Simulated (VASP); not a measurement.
# Nb (Niobium): cell size and functional, part 3 of 3

Aim: relax Nb (Niobium) at several levels of theory and compare the cells. The starting structure is a measured crystal structure from the Crystallography Open Database. The first relaxation on each setting starts from this cell expanded by 3 % in volume.

VASP 6.6.1.

Results so far: PBEsol 17.46 Å³ an atom; LDA 17.08 Å³ an atom; PBE 18.09 Å³ an atom; PBEsol + D3(BJ) 16.77 Å³ an atom; r2SCAN 17.99 Å³ an atom; r2SCAN + rVV10 17.87 Å³ an atom.

### 8. Relaxation with rev-vdW-DF2 (continued)

Level of this step: rev-vdW-DF2; plane waves and PAW (Nb_sv) (VASP).

Parts of OUTCAR (step 8):

```text
  Total        0.0010452      0.0010452      0.0010452      0.0000000      0.0000000     -0.0000000
  in kB        0.0942275      0.0942275      0.0942275      0.0000000      0.0000000     -0.0000000
  external PRESSURE =       0.0942275 kB  Pullay stress =       0.0000000 kB

 POSITION                                       TOTAL-FORCE (eV/Angst)
 -----------------------------------------------------------------------------------
      0.00000      0.00000      0.00000        -0.000000     -0.000000      0.000000
 -----------------------------------------------------------------------------------
    total drift:                                0.000000     -0.000000      0.000000

  FREE ENERGIE OF THE ION-ELECTRON SYSTEM (eV)
  ---------------------------------------------------
  free  energy   TOTEN  =        -7.8054407391 eV

  energy  without entropy=       -7.8050010671  energy(sigma->0) =       -7.80529418

[... 2 parts as in an earlier step ...]

[... 2 further parts left out ...]
[key lines of the parts left out:]
E-fermi :  11.2696
```

With rev-vdW-DF2 the relaxed cell holds 17.772 Å³ an atom, -1.13 % against the measured cell, with a = 3.288 Å. That is +1.79 % from PBEsol.

### 9. Relaxation with RPBE

RPBE by itself binds more weakly than PBE and expands cells.

Input file INCAR:

```
SYSTEM = Nb
PREC = Accurate
ENCUT = 450
EDIFF = 1E-06
NELM = 100
ISMEAR = 1
SIGMA = 0.15
LREAL = .FALSE.
ALGO = Normal
GGA = RP
NBANDS = 12
LORBIT = 11
LWAVE = .FALSE.
LCHARG = .FALSE.
KPAR = 4
IBRION = 2
NSW = 50
ISIF = 3
EDIFFG = -0.006
```

Input file POSCAR:

```
Nb
1.0
   -1.6665396765      1.6665396765      1.6665396765
    1.6665396765     -1.6665396765      1.6665396765
    1.6665396765      1.6665396765     -1.6665396765
Nb
1
Direct
    0.0000000000      0.0000000000      0.0000000000
```

Input file KPOINTS:

```
Automatic mesh
0
Gamma
18 18 18
0 0 0
```

PAW data sets: Nb_sv (PBE family, release 64).

Run with:

```sh
$ mpirun -np 4 vasp_std
```

What it wrote:

```text
[... set-up lines as in an earlier step ...]
 entering main loop
       N       E                     dE             d eps       ncg     rms          rms(c)
DAV:   1     0.105835454682E+03    0.10584E+03   -0.66969E+03  4728   0.964E+02
DAV:   2    -0.596561701606E+01   -0.11180E+03   -0.10772E+03  5116   0.360E+02
DAV:   3    -0.987963766524E+01   -0.39140E+01   -0.37283E+01  6688   0.586E+01
DAV:   4    -0.101092290820E+02   -0.22959E+00   -0.22822E+00  6388   0.132E+01
[...]
DAV:  10    -0.969784759446E+01   -0.21760E-04   -0.28457E-05  5576   0.714E-02    0.141E-02
DAV:  11    -0.969783824160E+01    0.93529E-05   -0.46983E-06  6152   0.341E-02    0.262E-03
DAV:  12    -0.969783851372E+01   -0.27212E-06   -0.14784E-07  3200   0.495E-03
   1 F= -.96978385E+01 E0= -.96976660E+01  d E =-.969784E+01
[...]
N       E                     dE             d eps       ncg     rms          rms(c)
DAV:   1    -0.973649103168E+01   -0.38653E-01   -0.11020E+00  6200   0.147E+01    0.157E+00
[...]
DAV:   8    -0.969712594181E+01    0.88146E-06   -0.12537E-07  3200   0.425E-03
   2 F= -.96971259E+01 E0= -.96969382E+01  d E =0.712572E-03
 trial-energy change:    0.000713  1 .order    0.000733   -0.001944    0.003410
 step:   0.3684(harm=  0.3631)  dis= 0.00000  next Energy=    -9.698198 (dE=-0.359E-03)
[...]
N       E                     dE             d eps       ncg     rms          rms(c)
DAV:   1    -0.971405111170E+01   -0.16924E-01   -0.44210E-01  6184   0.927E+00    0.984E-01
DAV:   2    -0.969931054686E+01    0.14741E-01   -0.34896E-02  6744   0.239E+00    0.301E-01
DAV:   3    -0.969761161291E+01    0.16989E-02   -0.12204E-02  8412   0.108E+00    0.170E-01
DAV:   4    -0.969789753170E+01   -0.28592E-03   -0.26542E-04  6304   0.167E-01    0.880E-02
DAV:   5    -0.969821047054E+01   -0.31294E-03   -0.80104E-04  7860   0.177E-01    0.419E-02
DAV:   6    -0.969819994746E+01    0.10523E-04   -0.24366E-05  5272   0.597E-02    0.572E-03
DAV:   7    -0.969819864837E+01    0.12991E-05   -0.33521E-06  6868   0.147E-02    0.368E-03
DAV:   8    -0.969819921818E+01   -0.56981E-06   -0.12718E-07  2652   0.433E-03
   3 F= -.96981992E+01 E0= -.96980176E+01  d E =-.360704E-03
[...]
reached required accuracy - stopping structural energy minimisation
```

The job ended after 9 s (4 MPI ranks of Intel Xeon 6975P-C (Granite Rapids), shared host; peak memory 0.58 GiB).

Parts of OUTCAR (step 9):

```text
  Total       -0.0001131     -0.0001131     -0.0001131      0.0000000      0.0000000     -0.0000000
  in kB       -0.0098469     -0.0098469     -0.0098469      0.0000000      0.0000000     -0.0000000
  external PRESSURE =      -0.0098469 kB  Pullay stress =       0.0000000 kB

 POSITION                                       TOTAL-FORCE (eV/Angst)
 -----------------------------------------------------------------------------------
      0.00000     -0.00000      0.00000        -0.000000     -0.000000     -0.000000
 -----------------------------------------------------------------------------------
    total drift:                                0.000000      0.000000      0.000000

  FREE ENERGIE OF THE ION-ELECTRON SYSTEM (eV)
  ---------------------------------------------------
  free  energy   TOTEN  =        -9.6981992182 eV

  energy  without entropy=       -9.6976545092  energy(sigma->0) =       -9.69801765

[... 2 parts as in an earlier step ...]

[... 2 further parts left out ...]
[key lines of the parts left out:]
E-fermi :  10.9372
```

With RPBE the relaxed cell holds 18.400 Å³ an atom, +2.36 % against the measured cell, with a = 3.326 Å. That is +5.38 % from PBEsol.

### 10. All runs side by side

```csv
level,volume (Å³/atom),against the measured cell (%),a (Å),pressure left (GPa),core minutes
PBEsol,17.46,-2.87,3.2686,0.01,1.33
LDA,17.081,-4.97,3.2448,0.0,1.65
PBE,18.086,0.62,3.3072,0.02,0.773
PBEsol + D3(BJ),16.774,-6.68,3.2252,0.0,1.73
r2SCAN,17.995,0.11,3.3016,0.01,3.4
r2SCAN + rVV10,17.874,-0.56,3.2942,0.04,6.53
rev-vdW-DF2,17.772,-1.13,3.2879,0.01,4.2
RPBE,18.4,2.36,3.3262,0.0,0.6
```

Core minutes are wall time times ranks, summed over the relaxations behind a row (those for a bulk modulus apart), on shared hosts.

### 11. Summary of results

```
volume, PBEsol          : 17.46 Å³/atom
volume, LDA             : 17.08 Å³/atom
volume, PBE             : 18.09 Å³/atom
volume, PBEsol + D3(BJ) : 16.77 Å³/atom
volume, r2SCAN          : 17.99 Å³/atom
volume, r2SCAN + rVV10  : 17.87 Å³/atom
volume, rev-vdW-DF2     : 17.77 Å³/atom
volume, RPBE            : 18.40 Å³/atom
```

In words: Across 8 levels the volume of Nb (Niobium) spans 9.7 %, from 16.77 Å³ an atom (PBEsol + D3(BJ)) to 18.40 Å³ (RPBE). Against the measured volume of the starting structure, r2SCAN comes nearest (+0.1 %) and PBEsol + D3(BJ) lies farthest (-6.7 %). The measured cell holds zero-point expansion and, unless it was taken cold, thermal expansion, which the runs lack, so small differences decide nothing. Adding D3(BJ) to PBEsol changes the volume by -3.9 %. Adding rVV10 to r2SCAN changes the volume by -0.7 %. LASPH is on in some of these runs and off in others, which adds a little to the differences. All runs keep the symmetry of the start, so they can't find a distortion of lower symmetry. Further runs on this material are not shown.

[Lines on the potential files, build, host, timing and source positions are cut from VASP's logs without a mark.]

[Logs are printed without paths, hosts, clocks, repeated set-up lines and the standing remarks that a program may print on its own settings, such as how far it seeks lower states.]

[Hosts, paths, dates, database ids (printed as entryN), source tags and the programs' standing remarks are cut or masked in the printed files.]
